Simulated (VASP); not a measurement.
Level of theory: LDA (Ceperley-Alder, Perdew-Zunger), VASP's LDA PAW potentials (set 64) (plane waves; VASP 6.6.1).

The input files of a VASP run:

### INCAR
```
SYSTEM = AgCl
PREC = Accurate
ENCUT = 500
EDIFF = 1E-6
NELM = 100
ALGO = Normal
LREAL = .FALSE.
LASPH = .TRUE.
ISMEAR = 0
SIGMA = 0.05
LMAXMIX = 4
LWAVE = .FALSE.
LCHARG = .FALSE.
IBRION = 2
ISIF = 3
NSW = 40
EDIFFG = -0.02
```

**KPOINTS**
```
Automatic mesh
0
Gamma
9 9 9
0 0 0
```

POSCAR:
```
AgCl
1.0
  0.0000000000   2.6781006850   2.6781006850
  2.6781006850   0.0000000000   2.6781006850
  2.6781006850   2.6781006850   0.0000000000
Ag Cl
1 1
Cart
  0.0000000000   0.0000000000   0.0000000000
  2.6781006850   2.6781006850   2.6781006850
```

POTCAR, in this order: Ag Cl (LDA.64 set). Program: vasp_std.

Question: Predict the energy per atom (σ→0).

Answer: 
The energy per atom (σ→0) comes out as -3.397 eV/atom.

### OSZICAR
```
...
DAV:   6    -0.680209450464E+01    0.14673E+00   -0.32230E-01   993   0.834E+00    0.579E+00
DAV:   7    -0.679545754144E+01    0.66370E-02   -0.71974E-02   930   0.219E+00    0.219E+00
DAV:   8    -0.679317166107E+01    0.22859E-02   -0.39975E-03   985   0.722E-01    0.272E-01
DAV:   9    -0.679308616716E+01    0.85494E-04   -0.48020E-04  1050   0.293E-01    0.331E-02
DAV:  10    -0.679309055819E+01   -0.43910E-05   -0.13231E-05   980   0.427E-02    0.142E-02
DAV:  11    -0.679309166973E+01   -0.11115E-05   -0.14767E-06   675   0.122E-02    0.387E-03
DAV:  12    -0.679309157135E+01    0.98380E-07   -0.14500E-07   485   0.505E-03
   1 F= -.67930916E+01 E0= -.67930916E+01  d E =-.679309E+01
```

The compound is AgCl in the rock salt structure. It was relaxed first, which changed the volume by -10 %.
